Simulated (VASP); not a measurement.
Given:

```
CELL_PARAMETERS angstrom
      1.83158    -3.17238     0.00000
      1.83158     3.17238     0.00000
      0.00000     0.00000     5.78345
ATOMIC_POSITIONS crystal
  Pt 0.00000 0.00000 0.00000
  Se 0.33333 0.66667 0.22187
  Se 0.66667 0.33333 0.77813
```

Computed with MS2 meta-GGA, VASP's PBE PAW potentials (set 64) (plane waves; VASP 6.6.1). Settings: 520 eV cut-off, 7×7×4 Γ-centred mesh, Gaussian smearing of 0.050 eV, potentials Pt Se.

Question: The ions and cell shape at fixed volume are relaxed. Which structure does the run end with?

Answer: 
```
CELL_PARAMETERS angstrom
      1.85151    -3.20692     0.00000
      1.85151     3.20692     0.00000
      0.00000     0.00000     5.65956
ATOMIC_POSITIONS crystal
  Pt 0.00000 0.00000 0.00000
  Se 0.33333 0.66667 0.22838
  Se 0.66667 0.33333 0.77162
```
Space group P-3m1 (164), at a tolerance of 0.03 Å.

Question: How much energy does the relaxation gain?

Answer: The energy (σ→0) changes by -7.0 meV/atom, in 6 ionic steps.

The compound is PtSe2 in the 1T layered structure. This cell is one point of a volume scan, at 0.97 of the reference volume. Symmetry was kept, so distortions that lower it aren't found.
